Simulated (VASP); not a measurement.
KBr (relaxed from the NiAs type structure, space group P6_3/mmc): computed properties

Calculation: PBE GGA, VASP's PBE PAW potentials (set 64) (plane waves; VASP).

```json
{
 "space_group": "P6_3/mmc (194)",
 "cell": "a = b = 4.642 Å, c = 8.114 Å, α = β = 90.00°, γ = 120.00°",
 "volume_per_atom": "37.84 Å^3/atom",
 "band gap (over mesh and band path)": "4.24 eV",
 "smallest direct gap (over mesh and band path)": "4.24 eV",
 "band_edge_character": "direct, Γ to Γ",
 "density": "2.61 g/cm³"
}
```

Space group P6₃/mmc (No. 194); a = b = 4.642 Å, c = 8.114 Å, α = β = 90.00°, γ = 120.00°

```tsv
atom	site	symmetry	x	y	z
K	2a	-3m.	0.0000	0.0000	0.0000
Br	2c	-6m2	0.3333	0.6667	0.2500
```

The structure was generated: KBr was put into the NiAs type type (P6_3/mmc), which need not be its known phase. It was relaxed first, which changed the volume by -8 %. Symmetry was kept, so distortions that lower it aren't found.
